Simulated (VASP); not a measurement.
VASP runs on IrSe (space group I4_1md) share one base input (PBE GGA, plane waves, VASP's PBE PAW potentials (set 64)) and change the settings named in each case.

**POSCAR**
```
IrSe
1
   -1.5904120000     1.5904120000     5.3843520000
    1.5904120000    -1.5904120000     5.3843520000
    1.5904120000     1.5904120000    -5.3843520000
Ir Se
2 2
Direct
  0.7500000000   0.7500000000   0.0000000000
  0.5000000000   0.0000000000   0.5000000000
  0.1660000000   0.1660000000   0.0000000000
  0.9160000000   0.4160000000   0.5000000000
```

### KPOINTS
```
Automatic mesh
0
Gamma
7 7 7
0 0 0
```

**INCAR**
```
! general
SYSTEM   =  IrSe
PREC     =  Accurate
ENCUT    =  300
LREAL    =  F
LASPH    =  T   ! aspherical one-centre terms

! electronic loop
EDIFF    =  1E-6   ! SCF stop (eV)
NELM     =  100   ! most electronic steps
ALGO     =  Normal
LMAXMIX  =  6

! smearing
ISMEAR   =  0   ! Gaussian
SIGMA    =  0.1   ! width (eV)

! functional
GGA      =  PE

! ions
ISIF     =  2   ! forces and stress, cell fixed

! output
LWAVE    =  F
LCHARG   =  F
```

POTCAR, in this order: Ir Se (PBE.64 set). Program: vasp_std.

| change | E(σ→0) (eV/atom) | pressure (GPa) | largest force (eV/Å) | −TS (eV) |
|---|---|---|---|---|
| base run | -4.8208 | 75.27 | 0.511 | -0.0180 |
| GGA removed, POTCAR Ir Se (LDA.64 set) | -6.1611 | [?] | [?] | -0.0180 |
| GGA_COMPAT = .FALSE., LNONCOLLINEAR = .TRUE., LSORBIT = .TRUE., MAGMOM = 0.0 0.0 0.0 0.0 0.0 0.0 0.0 0.0 0.0 0.0 0.0 0.0, program vasp_ncl | -5.0242 | [?] | [?] | [?] |
| KPOINTS 3×3×3 Γ-centred mesh | -4.9302 | 73.45 | 0.230 | -0.0229 |

**Question.** Complete the blanks.

**Answer.** 
- GGA_COMPAT = .FALSE., LNONCOLLINEAR = .TRUE., LSORBIT = .TRUE., MAGMOM = 0.0 0.0 0.0 0.0 0.0 0.0 0.0 0.0 0.0 0.0 0.0 0.0, program vasp_ncl, pressure (GPa): 76.26
- GGA_COMPAT = .FALSE., LNONCOLLINEAR = .TRUE., LSORBIT = .TRUE., MAGMOM = 0.0 0.0 0.0 0.0 0.0 0.0 0.0 0.0 0.0 0.0 0.0 0.0, program vasp_ncl, largest force (eV/Å): 0.494
- GGA_COMPAT = .FALSE., LNONCOLLINEAR = .TRUE., LSORBIT = .TRUE., MAGMOM = 0.0 0.0 0.0 0.0 0.0 0.0 0.0 0.0 0.0 0.0 0.0 0.0, program vasp_ncl, −TS (eV): -0.0176
- GGA removed, POTCAR Ir Se (LDA.64 set), pressure (GPa): 61.84
- GGA removed, POTCAR Ir Se (LDA.64 set), largest force (eV/Å): 0.472

Energies of different potentials or functionals have different zeros.  Unless said otherwise, spin-orbit coupling is left out, though it shifts the bands of the heavy elements here. At 300 eV the pressure can carry a Pulay error.

Left out are runs that ran out of time, are held back, or changed the cell or the kind of run, fixed moments of cells without a moment, rows past the twelfth, gaps on odd meshes, pressures of charged cells and columns that move by less than the noise.

The structure was generated: IrSe was put into an ordered model structure, which need not be its known phase. The cell was not relaxed at this level, forces remain on its atoms, its lattice was scaled by up to 2.5 %.
